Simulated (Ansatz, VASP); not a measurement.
# ZnS: VASP beside Ansatz

Aim: how closely do two programs agree when they are given the same cell, functional and k mesh? The cell is taken from a series of runs on this material, whose earlier steps may have relaxed, scaled, displaced or heated it; both programs get it as it stands.

Main program and level: Ansatz 0.2.0; plane waves, with VASP 6.6.1 beside it; zone-centre phonons at LDA.

## (1) The structure

Symmetry: F-43m, No. 216, cubic system. The conventional cell has a = 5.284 Å, b = 5.284 Å, c = 5.284 Å, α = 90.00°, β = 90.00°, γ = 90.00°. Zn has 4 S at 2.29 Å nearest. S has 4 Zn at 2.29 Å nearest. Farther neighbours and most contacts between anions are not listed.

Structure file:

```cif
data_structure
_symmetry_space_group_name_H-M 'F-43m'
_symmetry_Int_Tables_number 216
_cell_length_a 5.2842
_cell_length_b 5.2842
_cell_length_c 5.2842
_cell_angle_alpha 90.000
_cell_angle_beta 90.000
_cell_angle_gamma 90.000
_cell_volume 147.55
loop_
_atom_site_label
_atom_site_type_symbol
_atom_site_symmetry_multiplicity
_atom_site_Wyckoff_symbol
_atom_site_fract_x
_atom_site_fract_y
_atom_site_fract_z
_atom_site_occupancy
Zn1 Zn 4 d 0.25000 0.25000 0.75000 1
S1 S 4 a 0.00000 0.00000 0.00000 1
```

## (2) Ansatz: zone-centre phonons, LDA, pair 1

Ansatz runs on its default PAW (the set named soft_2) files.

Second derivatives magnify differences that forces hide, and they need a tight electronic threshold.

input.yaml reads:

```yaml
crystal:
  lattice:
    - [0.0, 2.6420928097, 2.6420928097]
    - [2.6420928097, 0.0, 2.6420928097]
    - [2.6420928097, 2.6420928097, 0.0]
  atoms:
    - { symbol: Zn, position: [0.25, 0.25, 0.25] }
    - { symbol: S, position: [0.0, 0.0, 0.0] }
kpoints:
  mp_grid: { grid: [6, 6, 6] }
hamiltonian:
  xc: lda
scf:
  occupations: { method: fixed }
output:
  eigenvalues: true
basis:
  ecutwfc: 260.0
phonons:
  method: dfpt
```

Launch:

```sh
ansatz run input.yaml --threads 4 --pin off --max-ram 7168MiB --backend cpu --events-out ev --progress --plain --runs-dir out
```

Numbers of over 12 decimals in the logs are rounded to 6 here.

Log:

```text
Warning: basis.ecutwfc = 260 eV is below the records' recommended 420 eV, and the density's cutoff is lower with it unless basis.ecutrho_ratio is high enough to keep the records' density cutoff: compare with a run at a higher cutoff
zone centre: on kpoints.mp_grid the ground state, and the responses unless they are solved on pairs of k-points, stand on 30 of the mesh's 216 k-points, reduced under 8 symmetry operations, with k and −k counted as one. Each operation leaves every solved displacement unchanged or reverses it
Engine: ansatz 0.2.0, aarch64-unknown-linux-gnu
Pseudopotentials: kind: paw
Pseudopotential: Zn, paw, valence charge 12, recommended cutoff 420 eV (normal), Zn.paw.azcp
Pseudopotential: S, paw, valence charge 6, recommended cutoff 420 eV (normal), S.paw.azcp
Functional definition: SPW92
  exchange = slater_x
  correlation = pw_c
Crystal: 2 atoms, lattice volume = 36.887 Å³
Basis set: ecut = 260 eV, 339 PW (Γ), exchange–correlation on 40×40×40 points (8 copies of the dense FFT grid, shifted against one another)
Bands: 13, of which v1, the nominal top of the filled ones, is band 9 counted from 1 (8 counted from 0)
Symmetry: 24 space group operations
k-points: 30 of 216 (irreducible under 8 space group operations, time reversal used)
Non-local potential: Zn, projectors of the file, l = 0: 2, l = 1: 2, l = 2: 3, l = 3: 1
Non-local potential: S, projectors of the file, l = 0: 2, l = 1: 2, l = 2: 2
PAW form: soft (Blöchl's): semilocal exchange-correlation on the pseudo side does not see the compensation charge
PAW frozen core: Zn, regenerated for the run's functional, and the local potential with it (the file was generated under x = pbe(κ = 0.804, μ = 0.219515), c = pbe(β = 0.066725))
PAW frozen core: S, regenerated for the run's functional, and the local potential with it (the file was generated under x = pbe(κ = 0.804, μ = 0.219515), c = pbe(β = 0.066725))
PAW one-centre angular grid: Zn, 590 points (default); XC on 64 Gauss nodes
PAW one-centre angular grid: S, 110 points (default); XC on 64 Gauss nodes
Initial density: superposition of atomic densities (neutral atoms: chi_scale 0, normalization atom), corrected by the library's trained network
Initial wavefunctions: pseudopotential atomic-orbital guess
Functional: x = slater, c = lda
SCF iter   1: F=—  HF=-4116.713914 eV  |F-HF|=—  |Δ(HF+E_count)|=         —  Δρ=1.48e-2  dr2=3.88e-2  ethr=1.77e-3  ⟨swp⟩=5.2  Hψ=2057  notcnv=0  defer=55
preconditioner: auto → none  [insulator: Δε(μ)=2.066 eV  Ē_g=12.481 eV  n_scr=14 (ndim 8)  ℏωp=25.9 eV  f_vac=0.031  ε∞_Penn≈5.3]
SCF iter   2: F=—  HF=-4116.616916 eV  |F-HF|=—  |Δ(HF+E_count)|=   9.70e-2  Δρ=1.82e-2  dr2=7.81e-2  ethr=2.16e-4  ⟨swp⟩=2.0  Hψ=955  notcnv=0  defer=56
SCF iter   3: F=—  HF=-4116.600954 eV  |F-HF|=—  |Δ(HF+E_count)|=   1.60e-2  Δρ=2.59e-3  dr2=1.54e-3  ethr=2.16e-4  ⟨swp⟩=2.0  Hψ=894  notcnv=0  defer=56
SCF iter   4: F=—  HF=-4116.599133 eV  |F-HF|=—  |Δ(HF+E_count)|=   1.82e-3  Δρ=1.84e-3  dr2=1.54e-3  ethr=8.57e-6  ⟨swp⟩=2.0  Hψ=764  notcnv=0  defer=56
SCF iter   5: F=—  HF=-4116.598583 eV  |F-HF|=—  |Δ(HF+E_count)|=   5.51e-4  Δρ=3.31e-4  dr2=3.17e-5  ethr=8.57e-6  ⟨swp⟩=2.0  Hψ=530  notcnv=0  defer=56
SCF iter   6: F=—  HF=-4116.598577 eV  |F-HF|=—  |Δ(HF+E_count)|=   6.25e-6  Δρ=4.71e-5  dr2=4.87e-7  ethr=1.76e-7  ⟨swp⟩=2.0  Hψ=591  notcnv=0
SCF iter   7: F=—  HF=-4116.598579 eV  |F-HF|=—  |Δ(HF+E_count)|=   1.89e-6  Δρ=3.33e-6  dr2=2.11e-9  ethr=2.71e-9  ⟨swp⟩=2.4  Hψ=648  notcnv=0
SCF iter   8: F=-4116.598579 eV  HF=-4116.598579 eV  |F-HF|=9.09e-13  |Δ(HF+E_count)|=  2.39e-10  Δρ=9.56e-8  dr2=1.36e-12  ethr=1.00e-12  ⟨swp⟩=5.4  Hψ=2393  notcnv=0
SCF 1 converged in 8 iterations: F = -4116.598579 eV  dr2 = 1.36e-12
  greatest PAW one-centre occupation: 0.982 electrons in one spin orbital (limit 2), on the Zn atom at site 0 (counted from 0), in its partial waves of l = 2
DFPT response loops at Γ: preconditioner auto → none (the input reference at scf.mixing.eps_inf says where Resta's filter doesn't serve); β = 0.50; Broyden in place of MSR1
SCF converged after 8 iterations
Free energy (F): -4116.598579 eV
Harris-Foulkes:  -4116.598579 eV  (|F-HF|=9.09e-13)
Internal energy: -4116.598579 eV  (E = F + TS)
E sigma→0 (E₀):  -4116.598579 eV
Fermi energy:    6.343779 eV
--- Per-component energies (eV) ---
  E_band       = 4.287281
  E_kinetic    = 240.970693
  E_local      = -2009.417989  (includes V_loc(G=0)·N_el)
  E_nonlocal   = 658.614410
  E_hartree    = 841.625992
  E_xc         = -232.353807
  E_vxc        = -142.005726  (∫ρ·V_xc dr)
  E_paw        = -2335.913377  (= ΣΔE_a)
  E_vpaw       = -427.089800  (= ΣTr[D̂ρ^β])
  E_aug_tail   = -0.036245  (compensation charges beyond the density's cutoff)
  E_ewald      = -1281.798595
  E_core_change = 1.710339  (= ΣΔE_core)
  E_smearing   = -0.000000  (= −TS)
  E_closure    = 0.000000  (closes the sum)
  Σ components = -4116.598579   (vs F -4116.598579, Δ=0.00e0)
--- Band table (eV; the first three rows and the last of 30) ---
  k-point 0: bands = [... 5 lower, -0.3604, 6.3438, 6.3438, 6.3438, 8.5808, 12.6137, 12.6137, 12.6137]
  k-point 1: bands = [... 5 lower, -0.3739, 4.5061, 6.0672, 6.0672, 9.6891, 12.6610, 13.0546, 13.0546]
  k-point 2: bands = [... 5 lower, -0.3736, 2.0660, 5.5887, 5.5887, 9.7939, 13.2985, 13.2985, 14.2652]
  k-point 29: bands = [... 5 lower, 0.0609, 1.3384, 3.3935, 3.4130, 10.9975, 11.7453, 15.3912, 15.4284]
--- Phonons (Γ-DFPT): 2 representative perturbations + reference, on 30 of 216 k-points (Σ response iterations 9) ---
  k mesh reduced under 8 symmetry operations, with k and −k counted as one. Each operation leaves every solved displacement unchanged or reverses it
  ASR residual: 2.115e-5 → 0.000e0 eV/Å²; symmetrization residual: 1.087e-6 eV/Å²
  ASR residual per site (eV/Å²): 2.12e-5 9.36e-6
  Γ frequencies (cm⁻¹): 0.00 0.00 0.00 294.38 294.38 294.38
  non-analytic LO–TO correction: not included (Born effective charges unavailable; polar crystals: no LO–TO splitting at Γ)
```

## (3) VASP: zone-centre phonons, LDA, pair 1

The same cell, functional (in two slightly different forms) and mesh now go to VASP, with its own data sets.

Lines of VASP's logs that name or quote its potential files are left out, and so is its time.

INCAR reads:

```
SYSTEM = ZnS
PREC = Accurate
ENCUT = 500
EDIFF = 1E-08
NELM = 120
ISMEAR = 0
SIGMA = 0.01
LREAL = .FALSE.
ALGO = Normal
GGA = CA
NBANDS = 15
LORBIT = 11
LWAVE = .FALSE.
LCHARG = .FALSE.
ISIF = 2
IBRION = 8
LASPH = .TRUE.
GGA_COMPAT = .FALSE.
EFERMI = MIDGAP
```

POSCAR reads:

```
ZnS
1.0
    0.0000000000      2.6420928097      2.6420928097
    2.6420928097      0.0000000000      2.6420928097
    2.6420928097      2.6420928097      0.0000000000
Zn S
1 1
Direct
    0.2500000000      0.2500000000      0.2500000000
    0.0000000000      0.0000000000      0.0000000000
```

KPOINTS reads:

```
Automatic mesh
0
Gamma
6 6 6
0 0 0
```

PAW data sets: Zn and S (LDA family, release 64).

Launch:

```sh
mpirun -np 1 vasp_std
```

Log:

```text
[banner, memory and clock lines left out]
running    1 mpi-ranks, on    1 nodes
 distrk:  each k-point on    1 cores,    1 groups
 distr:  one band on    1 cores,    1 groups

 POSCAR found type information on POSCAR ZnS
 POSCAR found :  2 types and       2 ions
 LDA part: xc-table for (Slater(with rela. corr.)+CA(PZ))
 , standard interpolation
 POSCAR, INCAR and KPOINTS ok, starting setup
 FFT: planning ... GRIDC
 FFT: planning ... GRID_SOFT
 FFT: planning ... GRID
 WAVECAR not read
 entering main loop
       N       E                     dE             d eps       ncg     rms          rms(c)
DAV:   1     0.833607003154E+02    0.83361E+02   -0.84958E+03   480   0.141E+03
DAV:   2    -0.318692375326E+01   -0.86548E+02   -0.81613E+02   550   0.272E+02
DAV:   3    -0.858505117022E+01   -0.53981E+01   -0.53748E+01   564   0.643E+01
DAV:   4    -0.864381346498E+01   -0.58762E-01   -0.58740E-01   606   0.709E+00
DAV:   5    -0.864448836533E+01   -0.67490E-03   -0.67488E-03   564   0.723E-01    0.776E+00
DAV:   6    -0.823943651802E+01    0.40505E+00   -0.81185E-01   709   0.339E+01    0.595E+00
DAV:   7    -0.820935290386E+01    0.30084E-01   -0.25942E-01   578   0.546E+00    0.282E+00
DAV:   8    -0.820317747089E+01    0.61754E-02   -0.58720E-03   687   0.136E+00    0.649E-01
DAV:   9    -0.820260546617E+01    0.57200E-03   -0.12713E-03   543   0.274E-01    0.839E-02
DAV:  10    -0.820262105002E+01   -0.15584E-04   -0.93182E-05   592   0.928E-02    0.259E-02
DAV:  11    -0.820261757541E+01    0.34746E-05   -0.11786E-05   748   0.744E-02    0.455E-03
DAV:  12    -0.820261770621E+01   -0.13079E-06   -0.14039E-06   564   0.130E-02    0.189E-03
DAV:  13    -0.820261771141E+01   -0.52021E-08   -0.55520E-08   606   0.238E-03
   1 F= -.82026177E+01 E0= -.82026177E+01  d E =0.000000E+00
 Linear response reoptimize wavefunctions to high precision
DAV:   1    -0.820261771218E+01   -0.76830E-09   -0.17958E-09   458   0.109E-03
DAV:   2    -0.820261771222E+01   -0.42292E-10   -0.64047E-10   345   0.211E-04
 Linear response DOF=           2
 Linear response progress:
  Degree of freedom:   1/  2
       N       E                     dE             d eps       ncg     rms          rms(c)
RMM:   1    -0.212526954418E+00   -0.21253E+00    0.22924E-03  1959   0.218E+00
RMM:   2    -0.210472651780E+00    0.20543E-02   -0.30307E-03  2210   0.471E-01    0.125E-01
RMM:   3    -0.210272430881E+00    0.20022E-03   -0.77565E-05  2583   0.678E-02    0.732E-02
RMM:   4    -0.210013048842E+00    0.25938E-03   -0.17153E-05  2562   0.271E-02    0.415E-03
RMM:   5    -0.210012822741E+00    0.22610E-06   -0.18979E-06  2688   0.467E-03    0.142E-03
RMM:   6    -0.210017368292E+00   -0.45456E-05    0.29106E-07  2649   0.144E-03    0.282E-04
RMM:   7    -0.210017856959E+00   -0.48867E-06   -0.11169E-07  2707   0.371E-04    0.130E-04
RMM:   8    -0.210017829184E+00    0.27775E-07   -0.75321E-10  2580   0.155E-04    0.331E-05
RMM:   9    -0.210017675337E+00    0.15385E-06   -0.24569E-08  2675   0.466E-05    0.181E-05
RMM:  10    -0.210017603179E+00    0.72158E-07   -0.25656E-09  2643   0.220E-05    0.154E-06
RMM:  11    -0.210017604869E+00   -0.16900E-08   -0.29640E-09  2545   0.649E-06    0.789E-07
 first order change of Fermi-energy   0.30407E+00
 force on displaced ion       1 direction 1 :  -6.971   0.000   0.000
 Linear response progress:
  Degree of freedom:   2/  2
       N       E                     dE             d eps       ncg     rms          rms(c)
RMM:   1    -0.105302215464E+00   -0.10530E+00    0.52343E-02  3408   0.231E+00
RMM:   2    -0.102991903818E+00    0.23103E-02   -0.50397E-03  2241   0.671E-01    0.177E-01
RMM:   3    -0.103391962643E+00   -0.40006E-03   -0.35941E-04  2394   0.148E-01    0.881E-02
RMM:   4    -0.103789608851E+00   -0.39765E-03   -0.71102E-05  2430   0.540E-02    0.172E-02
RMM:   5    -0.103803945884E+00   -0.14337E-04   -0.10337E-05  2510   0.134E-02    0.958E-03
RMM:   6    -0.103788392236E+00    0.15554E-04   -0.24545E-06  2447   0.403E-03    0.473E-03
RMM:   7    -0.103790876649E+00   -0.24844E-05   -0.38384E-08  2456   0.133E-03    0.592E-04
RMM:   8    -0.103791228737E+00   -0.35209E-06   -0.12490E-07  2609   0.298E-04    0.123E-04
RMM:   9    -0.103790756406E+00    0.47233E-06   -0.34220E-08  2575   0.926E-05    0.488E-05
RMM:  10    -0.103790878222E+00   -0.12182E-06   -0.40137E-08  2521   0.379E-05    0.804E-06
RMM:  11    -0.103790900019E+00   -0.21797E-07   -0.24400E-08  2548   0.159E-05    0.631E-06
RMM:  12    -0.103790879569E+00    0.20449E-07   -0.26102E-08  2352   0.585E-06    0.372E-07
RMM:  13    -0.103790880678E+00   -0.11085E-08   -0.27424E-08  1679   0.263E-06    0.112E-07
 first order change of Fermi-energy  -0.30362E+00
 force on displaced ion       2 direction 1 :  -6.929  -0.000  -0.000
 Linear response finished
```

OUTCAR, selected parts (step 3):

```text
ion  position               nearest neighbor table
   1  0.250  0.250  0.250-   2 2.29   2 2.29   2 2.29   2 2.29
   2  0.000  0.000  0.000-   1 2.29   1 2.29   1 2.29   1 2.29

  LATTYP: Found a face centered cubic cell.
 ALAT       =     5.2841856194

 Subroutine GETGRP returns: Found 24 space group operations
 (whereof 24 operations were pure point group operations)

The static configuration has the point symmetry T_d .

 Found     16 irreducible k-points:

   k-points           NKPTS =     16   k-points in BZ     NKDIM =     16   number of bands    NBANDS=     15

   dimension x,y,z NGX =    28 NGY =   28 NGZ =   28
   dimension x,y,z NGXF=    56 NGYF=   56 NGZF=   56

   ENCUT  =  500.0 eV  36.75 Ry    6.06 a.u.   6.81  6.81  6.81*2*pi/ulx,y,z

   NELECT =      18.0000    total number of electrons

 k-points in reciprocal lattice and weights: Automatic mesh
   0.00000000  0.00000000  0.00000000       0.005
   0.16666667  0.00000000  0.00000000       0.037
   0.33333333  0.00000000  0.00000000       0.037
   0.50000000  0.00000000  0.00000000       0.019
   0.16666667  0.16666667  0.00000000       0.028
   0.33333333  0.16666667  0.00000000       0.111
   0.50000000  0.16666667  0.00000000       0.111
  -0.33333333  0.16666667  0.00000000       0.111
  -0.16666667  0.16666667  0.00000000       0.056
[...]
-0.33333333  0.33333333  0.16666667       0.111
  -0.33333333  0.50000000  0.16666667       0.056

 average (electrostatic) potential at core
       1 -36.9960       2 -88.6948

  Total        0.2101946      0.2101946      0.2101946      0.0000000     -0.0000000      0.0000000
  in kB        9.1297307      9.1297307      9.1297307      0.0000000     -0.0000000      0.0000000
  external PRESSURE =       9.1297307 kB  Pullay stress =       0.0000000 kB

  energy-cutoff  :      500.00
  volume of cell :       36.89
      direct lattice vectors                 reciprocal lattice vectors
     0.000000000  2.642092810  2.642092810    -0.189243920  0.189243920  0.189243920
     2.642092810  0.000000000  2.642092810     0.189243920 -0.189243920  0.189243920
     2.642092810  2.642092810  0.000000000     0.189243920  0.189243920 -0.189243920

 POSITION                                       TOTAL-FORCE (eV/Angst)
 -----------------------------------------------------------------------------------
      1.32105      1.32105      1.32105        -0.000000     -0.000000     -0.000000
      0.00000      0.00000      0.00000         0.000000      0.000000      0.000000
 -----------------------------------------------------------------------------------
    total drift:                               -0.000001     -0.000001     -0.000001

 Eigenvectors and eigenvalues of the dynamical matrix
 ----------------------------------------------------

   1 f  =    8.880689 THz    55.799014 2PiTHz  296.227895 cm-1    36.727562 meV
             X         Y         Z           dx          dy          dz
      1.321046  1.321046  1.321046    -0.574708   -0.008791    0.000214
      0.000000  0.000000  0.000000     0.818216    0.012516   -0.000305

   2 f  =    8.880689 THz    55.799014 2PiTHz  296.227895 cm-1    36.727562 meV
             X         Y         Z           dx          dy          dz
      1.321046  1.321046  1.321046     0.002072   -0.148943   -0.555138
      0.000000  0.000000  0.000000    -0.002949    0.212052    0.790354

   3 f  =    8.880689 THz    55.799014 2PiTHz  296.227895 cm-1    36.727562 meV
             X         Y         Z           dx          dy          dz
      1.321046  1.321046  1.321046     0.008546   -0.555072    0.148958
      0.000000  0.000000  0.000000    -0.012167    0.790260   -0.212072

   4 f/i=    0.012619 THz     0.079289 2PiTHz    0.420931 cm-1     0.052189 meV
             X         Y         Z           dx          dy          dz
      1.321046  1.321046  1.321046     0.010008    0.039375   -0.817302
      0.000000  0.000000  0.000000     0.007029    0.027657   -0.574066

   5 f/i=    0.012619 THz     0.079289 2PiTHz    0.420931 cm-1     0.052189 meV
             X         Y         Z           dx          dy          dz
      1.321046  1.321046  1.321046     0.807335    0.132583    0.016273
      0.000000  0.000000  0.000000     0.567066    0.093125    0.011430

   6 f/i=    0.012619 THz     0.079289 2PiTHz    0.420931 cm-1     0.052189 meV
             X         Y         Z           dx          dy          dz
      1.321046  1.321046  1.321046    -0.133203    0.806539    0.037226
      0.000000  0.000000  0.000000    -0.093561    0.566506    0.026147

 ELASTIC MODULI CONTR FROM IONIC RELAXATION (kBar)
 Direction    XX          YY          ZZ          XY          YZ          ZX
 --------------------------------------------------------------------------------
 XX          -0.0000     -0.0000     -0.0000     -0.0000      0.0000     -0.0000
 YY          -0.0000     -0.0000     -0.0000     -0.0000     -0.0000      0.0000
 ZZ          -0.0000     -0.0000     -0.0000      0.0000     -0.0000     -0.0000
 XY          -0.0000     -0.0000      0.0000   -298.2660      0.0000      0.0000
 YZ           0.0000     -0.0000     -0.0000      0.0000   -298.2660      0.0000
 ZX          -0.0000      0.0000     -0.0000      0.0000      0.0000   -298.2660
 --------------------------------------------------------------------------------
```

## (4) Side by side

Known differences besides the potentials themselves: the two LDA forms differ slightly; fixed occupations in Ansatz, narrow Gaussian smearing in VASP; the cutoff is 260 eV in Ansatz and 500 eV in VASP; VASP's log shows a relativistic correction to its local exchange, Ansatz's none; Ansatz's log warns that its cutoff lies below the recommended one. Total energies have different zeros and are not compared.

Both answers:

```tsv
quantity	Ansatz	VASP	difference
optical mode 1 to 3 (cm⁻¹)	294.4	296.2	-0.62 %
```

Modes are paired by rising frequency, not by their patterns, so a pair may set unlike modes beside each other; they are those without the splitting of longitudinal modes.

(Part 1 of 2 ends here.)

[Lines on the potential files, build, host, timing and source positions are cut from VASP's logs without a mark.]

[Logs are printed without paths, hosts, clocks, repeated set-up lines and the standing remarks that a program may print on its own settings, such as how far it seeks lower states.]

[Hosts, paths, dates, database ids (printed as entryN), source tags and the programs' standing remarks are cut or masked in the printed files.]
